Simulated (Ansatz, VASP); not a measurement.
# Cross-check of Co between VASP and Ansatz, part 2 of 2

Aim: how closely do two programs agree when they are given the same cell, functional and k mesh? The structure shown is the end of the Ansatz relaxation below.

VASP 6.6.1 and Ansatz 0.2.0.

So far: The structure; Ansatz: relaxation, PBEsol; VASP: single point, PBEsol, pair 1; Side by side.

## Step 5: Ansatz: relaxation, PBEsol

Level of this step: Ansatz beside VASP: Kohn-Sham DFT, plane waves, PBEsol (Ansatz).

This run makes the geometry at which the two programs are then compared. The cell compared in this pair holds 20.99 Å³, against 20.86 Å³ for the pair before.

The structure compared here is the end of the Ansatz relaxation.

Input file input.yaml:

```yaml
crystal:
  lattice:
    - [2.444437395, 0.0, 0.0]
    - [-1.2222186975, 2.116944882, 0.0]
    - [0.0, 0.0, 4.04755278]
  atoms:
    - { symbol: Co, position: [0.3333333, 0.6666667, 0.75], spin: 1.6 }
    - { symbol: Co, position: [0.6666667, 0.3333333, 0.25], spin: 1.6 }
magnetization:
  spin_polarized: true
kpoints:
  mp_grid: { grid: [20, 20, 11] }
scf:
  occupations: { method: fermi_dirac, width: 0.05 }
hamiltonian:
  xc: pbesol
  pseudopotentials: { kind: paw, azcp: { folder: soft_1 }, xc_functional: pbe }
basis:
  ecutwfc: 600
output:
  forces: true
  stress: true
  write_density: true
  write_potential: true
  elf: true
  volumetric_format: npy
relax:
  f_tol: 0.005
  max_steps: 70
  cell: { stress_tol: 0.02, p_target: 0, fix: [c, alpha, beta, gamma] }
```

On the command line:

```
> ansatz run input.yaml --threads 4 --pin off --max-ram 10240MiB --backend cpu --events-out ev --progress --plain --runs-dir out
```

Numbers of over 12 decimals in the logs are rounded to 6 here.

The program printed:

```text
[...]
Crystal: 2 atoms, lattice volume = 20.945 Å³
Basis set: ecut = 600 eV, 701 PW (Γ), exchange–correlation on 40×40×72 points (8 copies of the dense FFT grid, shifted against one another)
Bands: 23, of which v1, the nominal top of the filled ones, is band 17 counted from 1 (16 counted from 0)
Symmetry: 8 space group operations
[...]
--- Relaxed structure (3 steps of the walk, 3 accepted, 1 SCFs on fresh bases) ---
[...]
cell:  # Å, volume = 20.9880 Å³
    - [2.446943, 0, 0]
    - [-1.223472, 2.119115, 0]
    - [0, 0, 4.04755278]
  atoms:
    - { symbol: Co, position: [0.333333, 0.666667, 0.75] }
    - { symbol: Co, position: [0.666667, 0.333333, 0.25] }
[key lines of the parts left out:]
SCF converged after 7 iterations
Magnetization: 3.1894 μB (18.5947 up, 15.4053 down)
Free energy (F): -10185.998226 eV
Fermi energy:    19.276590 eV
P = ⅓ Tr σ = -2.5929 GPa (-25.929 kbar)
```

## Step 6: VASP: single point, PBEsol, pair 2

The same cell, functional, mesh and smearing now go to VASP, with its own data sets.

Input file INCAR:

```
SYSTEM = Co
PREC = Accurate
ENCUT = 600
EDIFF = 1E-06
NELM = 200
ISMEAR = -1
SIGMA = 0.05
LREAL = .FALSE.
ALGO = Normal
GGA = PS
NBANDS = 18
ISPIN = 2
MAGMOM = 1.66 1.66
LASPH = .TRUE.
LMAXMIX = 4
LORBIT = 11
LWAVE = .FALSE.
LCHARG = .FALSE.
ISIF = 2
GGA_COMPAT = .FALSE.
KPAR = 2
```

Input file POSCAR:

```
Co
1.0
    2.4469431650      0.0000000000      0.0000000000
   -1.2234715825      2.1191149425      0.0000000000
    0.0000000000      0.0000000000      4.0475527800
Co
2
Direct
    0.3333333533      0.6666666467      0.7500000000
    0.6666666467      0.3333333533      0.2500000000
```

Input file KPOINTS:

```
Automatic mesh
0
Gamma
20 20 11
0 0 0
```

The projector-augmented-wave data sets are Co (PBE family, release 64).

On the command line:

```
> mpirun -np 2 vasp_std
```

The program printed:

```text
[banner, memory and clock lines left out]
running    2 mpi-ranks, on    1 nodes
[...]
[... a notice as in an earlier step ...]

 LDA part: xc-table for (Slater+PW92), standard interpolation
 POSCAR, INCAR and KPOINTS ok, starting setup
[...]
entering main loop
       N       E                     dE             d eps       ncg     rms          rms(c)
DAV:   1     0.858168747927E+02    0.85817E+02   -0.88867E+03 19760   0.148E+03
DAV:   2    -0.143062986119E+02   -0.10012E+03   -0.90936E+02 19054   0.240E+02
DAV:   3    -0.179669671266E+02   -0.36607E+01   -0.35344E+01 21098   0.591E+01
DAV:   4    -0.180216558829E+02   -0.54689E-01   -0.54653E-01 23860   0.609E+00
[...]
DAV:  12    -0.154692576490E+02    0.69445E-05   -0.14417E-05 20632   0.298E-02    0.177E-02
DAV:  13    -0.154692554581E+02    0.21908E-05   -0.20098E-06 16326   0.205E-02    0.113E-02
DAV:  14    -0.154692558113E+02   -0.35323E-06   -0.71923E-07 12934   0.102E-02
   1 F= -.15469256E+02 E0= -.15462175E+02  d E =-.141619E-01  mag=     3.1799
```

Parts of OUTCAR (step 6):

```text
  Total       -0.1121121     -0.1121121     -1.1233714      0.0000000      0.0000000      0.0000000
  in kB       -8.5583944     -8.5583944    -85.7557092      0.0000000      0.0000000      0.0000000
  external PRESSURE =     -34.2908326 kB  Pullay stress =       0.0000000 kB

 POSITION                                       TOTAL-FORCE (eV/Angst)
 -----------------------------------------------------------------------------------
      0.00000      1.41274      3.03566        -0.000000     -0.000000      0.000000
      1.22347      0.70637      1.01189         0.000000      0.000000      0.000000
 -----------------------------------------------------------------------------------
    total drift:                                0.000000     -0.000000     -0.000002

  FREE ENERGIE OF THE ION-ELECTRON SYSTEM (eV)
  ---------------------------------------------------
  free  energy   TOTEN  =       -15.4692558113 eV

  energy  without entropy=      -15.4550939126  energy(sigma->0) =      -15.46217486

 magnetization (x)
# of ion       s       p       d       tot
------------------------------------------
    1       -0.015  -0.051   1.664   1.599
    2       -0.015  -0.051   1.664   1.599
--------------------------------------------------
tot         -0.029  -0.101   3.328   3.197

[... 1 part as in an earlier step ...]

[... 2 further parts left out ...]
[key lines of the parts left out:]
E-fermi :  10.5530
```

The run ends at a pressure of -3.43 GPa.

## Step 7: Differences

What differs besides the data sets and the points named for the pairs above, as far as they apply: the data sets hold 34 valence electrons in Ansatz (on its PAW soft_1 files) and 18 in VASP. Total energies have different zeros and are not compared.

Compared:

```csv
quantity,Ansatz,VASP,difference
pressure (GPa),-2.59,-3.43,+0.84
total moment (μB),3.19,3.18,+0.01
moment on Co1 (μB),1.66,1.60,+0.06
moment on Co2 (μB),1.66,1.60,+0.06
```

## Step 8: Ansatz: relaxation, PBEsol

This run makes the geometry at which the two programs are then compared. The cell compared in this pair holds 21.11 Å³, against 20.99 Å³ for the pair before.

The structure compared here is the end of the Ansatz relaxation.

Changes to input.yaml since step 5:

```diff
@@ -2,5 +2,5 @@
   lattice:
-    - [2.444437395, 0.0, 0.0]
-    - [-1.2222186975, 2.116944882, 0.0]
-    - [0.0, 0.0, 4.04755278]
+    - [2.4382955925, 0.0, 0.0]
+    - [-1.2191477962, 2.111625925, 0.0]
+    - [0.0, 0.0, 4.08723467]
   atoms:
```

On the command line:

```
> ansatz run input.yaml --threads 4 --pin off --max-ram 10240MiB --backend cpu --events-out ev --progress --plain --runs-dir out
```

The program printed:

```text
[...]
Crystal: 2 atoms, lattice volume = 21.044 Å³
Basis set: ecut = 600 eV, 701 PW (Γ), exchange–correlation on 40×40×72 points (8 copies of the dense FFT grid, shifted against one another)
Bands: 23, of which v1, the nominal top of the filled ones, is band 17 counted from 1 (16 counted from 0)
Symmetry: 8 space group operations
[...]
--- Relaxed structure (3 steps of the walk, 3 accepted, 1 SCFs on fresh bases) ---
[...]
cell:  # Å, volume = 21.1148 Å³
    - [2.442383, -2.891583338793892e-11, 0.0]
    - [-1.221192, 2.115166, 0.0]
    - [0.0, 0.0, 4.08723467]
  atoms:
    - { symbol: Co, position: [0.333333, 0.666667, 0.750000] }
    - { symbol: Co, position: [0.666667, 0.333333, 0.250000] }
[key lines of the parts left out:]
SCF converged after 7 iterations
Magnetization: 3.2077 μB (18.6039 up, 15.3961 down)
Free energy (F): -10185.986037 eV
Fermi energy:    19.146803 eV
P = ⅓ Tr σ = -3.7327 GPa (-37.327 kbar)
```

## Step 9: VASP: single point, PBEsol, pair 3

The same cell, functional, mesh and smearing now go to VASP, with its own data sets.

Changes to INCAR since step 6:

```diff
@@ -12,3 +12,3 @@
 ISPIN = 2
-MAGMOM = 1.66 1.66
+MAGMOM = 1.67 1.67
 LASPH = .TRUE.
```

Input file POSCAR:

```
Co
1.0
    2.4423830362      0.0000000000      0.0000000000
   -1.2211915181      2.1151657551      0.0000000000
    0.0000000000      0.0000000000      4.0872346700
Co
2
Direct
    0.3333333484      0.6666666516      0.7500000000
    0.6666666516      0.3333333484      0.2500000000
```

KPOINTS is that of step 6.

On the command line:

```
> mpirun -np 2 vasp_std
```

The program printed:

```text
[... set-up lines as in an earlier step ...]
 entering main loop
       N       E                     dE             d eps       ncg     rms          rms(c)
DAV:   1     0.856613663805E+02    0.85661E+02   -0.88583E+03 19848   0.148E+03
DAV:   2    -0.142394270355E+02   -0.99901E+02   -0.90698E+02 19064   0.240E+02
DAV:   3    -0.179523610551E+02   -0.37129E+01   -0.35801E+01 20956   0.592E+01
DAV:   4    -0.180085068991E+02   -0.56146E-01   -0.56111E-01 23734   0.617E+00
[...]
DAV:  12    -0.154566508421E+02    0.74708E-05   -0.17117E-05 20540   0.327E-02    0.176E-02
DAV:  13    -0.154566484054E+02    0.24367E-05   -0.18008E-06 14444   0.201E-02    0.112E-02
DAV:  14    -0.154566488719E+02   -0.46645E-06   -0.75561E-07 12914   0.104E-02
   1 F= -.15456649E+02 E0= -.15449308E+02  d E =-.146816E-01  mag=     3.1982
```

From OUTCAR (step 9):

```text
  Total       -0.1123399     -0.1123399     -1.5691591      0.0000000      0.0000000     -0.0000000
  in kB       -8.5242642     -8.5242642   -119.0665591      0.0000000      0.0000000     -0.0000000
  external PRESSURE =     -45.3716958 kB  Pullay stress =       0.0000000 kB

 POSITION                                       TOTAL-FORCE (eV/Angst)
 -----------------------------------------------------------------------------------
      0.00000      1.41011      3.06543        -0.000000     -0.000000      0.000000
      1.22119      0.70506      1.02181         0.000000      0.000000      0.000000
 -----------------------------------------------------------------------------------
    total drift:                                0.000001      0.000001     -0.000001

  FREE ENERGIE OF THE ION-ELECTRON SYSTEM (eV)
  ---------------------------------------------------
  free  energy   TOTEN  =       -15.4566488719 eV

  energy  without entropy=      -15.4419673003  energy(sigma->0) =      -15.44930809

 magnetization (x)
# of ion       s       p       d       tot
------------------------------------------
    1       -0.014  -0.050   1.673   1.608
    2       -0.014  -0.050   1.673   1.608
--------------------------------------------------
tot         -0.028  -0.100   3.345   3.217

[... 1 part as in an earlier step ...]

[... 2 further parts left out ...]
[key lines of the parts left out:]
E-fermi :  10.4739
```

The run ends at a pressure of -4.54 GPa.

## Step 10: Side by side

What differs besides the data sets and the points named for the pairs above, as far as they apply: the data sets hold 34 valence electrons in Ansatz (on its PAW soft_1 files) and 18 in VASP. Total energies have different zeros and are not compared.

Compared:

```csv
quantity,Ansatz,VASP,difference
pressure (GPa),-3.73,-4.54,+0.80
total moment (μB),3.21,3.20,+0.01
moment on Co1 (μB),1.67,1.61,+0.06
moment on Co2 (μB),1.67,1.61,+0.06
```

## Step 11: Outcome

```
difference in total moment (single point, PBEsol, pair 1) : 0.0079 μB
difference in pressure (single point, PBEsol, pair 1)     : 0.85 GPa
difference in total moment (single point, PBEsol, pair 2) : 0.0095 μB
difference in pressure (single point, PBEsol, pair 2)     : 0.84 GPa
difference in total moment (single point, PBEsol, pair 3) : 0.0095 μB
difference in pressure (single point, PBEsol, pair 3)     : 0.80 GPa
```

**Reading.** The difference in pressure is 0.85 GPa (single point, PBEsol, pair 1), within the 1 GPa picked in this series as the mark of a large difference. The data sets hold unlike numbers of valence electrons (34 in Ansatz and 18 in VASP), so part of the differences comes from the potentials. How closely two codes agree says nothing of how well the functional describes the real material.

[Lines on the potential files, build, host, timing and source positions are cut from VASP's logs without a mark.]

[Logs are printed without paths, hosts, clocks, repeated set-up lines and the standing remarks that a program may print on its own settings, such as how far it seeks lower states.]

[Hosts, paths, dates, database ids (printed as entryN), source tags and the programs' standing remarks are cut or masked in the printed files.]
